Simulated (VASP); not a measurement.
The system is MnSiSe3.

```
Mn Si Se
1.0
     4.83412    0.00000    0.00000
     0.00000    4.83412    0.00000
     0.00000    0.00000    4.83412
Mn Si Se
1 1 3
Direct
  0.00000 0.00000 0.00000
  0.50000 0.50000 0.50000
  0.00000 0.50000 0.50000
  0.50000 0.00000 0.50000
  0.50000 0.50000 0.00000
```

The cell was built by a generator and needn't be a form met in nature.

Base run:

```yaml
Program: VASP 6.6.1
Functional: LDA
Potentials_or_basis: VASP PAW LDA potentials, release 64 (Mn_pv, Si, Se)
Cutoff: 520 eV
k_mesh: 5 × 5 × 5
Occupations: fermi-dirac, width 0.05 eV
Spin: collinear spin, ferromagnetic start
Starting_moments: "[4.0, 0.0, 0.0, 0.0, 0.0] μB"
```

Its results: net moment 5.19 μB per cell; site moments Mn +4.38; Si +0.01; Se +0.03 μB.

**Question.** The run is repeated on the same cell with these changes: hubbard terms from none to Mn d U = 6 eV. What comes out?

**Answer.** Net moment 5.33 μB per cell; site moments Mn +4.75; Si +0.02; Se -0.00 μB.

Caveats: a cell with one magnetic atom can't hold antiferromagnetic order, which such compounds often take.

Not every run made on this cell is shown here.
